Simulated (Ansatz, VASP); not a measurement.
## Two plane-wave programs on NbB2

File INCAR:

```
SYSTEM = NbB2
PREC = Accurate
ENCUT = 520
EDIFF = 1E-6
ISMEAR = 0
SIGMA = 0.15
LREAL = .False.
LASPH = .True.
NELM = 100
ALGO = Normal
ISIF = 2
LWAVE = .False.
LCHARG = .True.
GGA = CA
LELF = .True.
LVHAR = .True.
NBANDS = 16
```

Contents of KPOINTS:

```
regular mesh
0
Gamma
  18 18 14
  0 0 0
```

The input POSCAR:

```
NbB2
1.0
    2.9183819260      0.0000000000      0.0000000000
   -1.4591909630      2.5273928859      0.0000000000
    0.0000000000      0.0000000000      3.1992886370
Nb B
1 2
Direct
    0.0000000000      0.0000000000      0.0000000000
    0.3333333333      0.6666666667      0.5000000000
    0.6666666667      0.3333333333      0.5000000000
```

Input for Ansatz:

```yaml
crystal:
  lattice:
    - [2.918381926, 0.0, 0.0]
    - [-1.459190963, 2.5273928859, 0.0]
    - [0.0, 0.0, 3.199288637]
  atoms:
    - { symbol: Nb, position: [0.0, 0.0, 0.0] }
    - { symbol: B, position: [0.3333333333, 0.6666666667, 0.5] }
    - { symbol: B, position: [0.6666666667, 0.3333333333, 0.5] }
basis:
  ecutwfc: 420
kpoints:
  mp_grid: { grid: [18, 18, 14] }
hamiltonian:
  xc: lda
scf:
  occupations: { method: gaussian, width: 0.15 }
output:
  forces: true
  stress: true
  eigenvalues: true
```

Change from the starting cell: strain -0.050 along x and y, -0.025 along z, atoms carried along.

Alike in both runs: task single point; functional LDA; k mesh 18 × 18 × 14; occupations gaussian, width 0.15 eV; no spin polarisation.

|  | VASP | Ansatz |
| --- | --- | --- |
| version | VASP 6.6.1 | Ansatz 0.2.0 |
| potentials or method | VASP PAW LDA potentials, release 64 (Nb_sv, B) | scalar-relativistic, plane waves, PAW |
| plane-wave cutoff (eV) | 520 | 420 |
| valence electrons in the cell | 19 | 19 |

|  | VASP | Ansatz | Ansatz less VASP |
| --- | --- | --- | --- |
| gap on the k mesh at the Fermi level (eV) | none | none | - |
| pressure (GPa) | 52.4 | 52.2 | -0.17 |
| largest component of the traceless stress (GPa) | 9.51 | 9.32 | -0.192 |

A gap of «none» marks a metal or a gap that the smearing closes.

Caveats: so large a pressure means that the cell lies far from this level's equilibrium, or that cutoff or potentials fall short (VASP).
